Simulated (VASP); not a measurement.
Runs of VASP 6.6.1 on TiTe2. The cell holds a slab with vacuum, 3 atoms: a = 3.777 Å, b = 3.777 Å, c = 21.415 Å, α = 90.00°, β = 90.00°, γ = 120.00°. 

```csv
task,level,spin,cell,cutoff (eV),dipole correction,gap on the mesh (eV),relaxed volume (Å³/atom),largest force (eV/Å),work function (eV)
relaxation of cell and atoms,r2SCAN+rVV10,off,relaxed,600,-,none,88.34,-,-
band structure,r2SCAN,off,"P-3m1, 83.75 Å³/atom",520,yes,-,-,0.04,(a)
relaxation of cell and atoms,PBE+D3(BJ),off,relaxed,600,-,none,83.75,-,-
band structure,PBE+D3(BJ),"SOC, no magnetisation","P-3m1, 83.75 Å³/atom",520,yes,-,-,0.01,(b)
band structure,PBE+D3(BJ),off,"P-3m1, 83.75 Å³/atom",520,yes,-,-,-,4.84
```

Alike in all rows: potentials or basis VASP PAW PBE potentials, release 64 (Te, Ti_sv); k mesh 9 × 9 × 1; smearing gaussian 0.03 eV.

Q: Fill in the values left out.

A: (a) 4.86; (b) 4.81.

Caveats: the PAW data sets were made with another functional, which shifts forces and pressure a little (some runs); spin-orbit coupling is left out, which moves the levels of the heavy elements (some runs).

A k mesh can miss the band edges, and rows without SOC leave out spin-orbit coupling on Te.

A gap of «none» marks a metal or a gap under the smearing width.
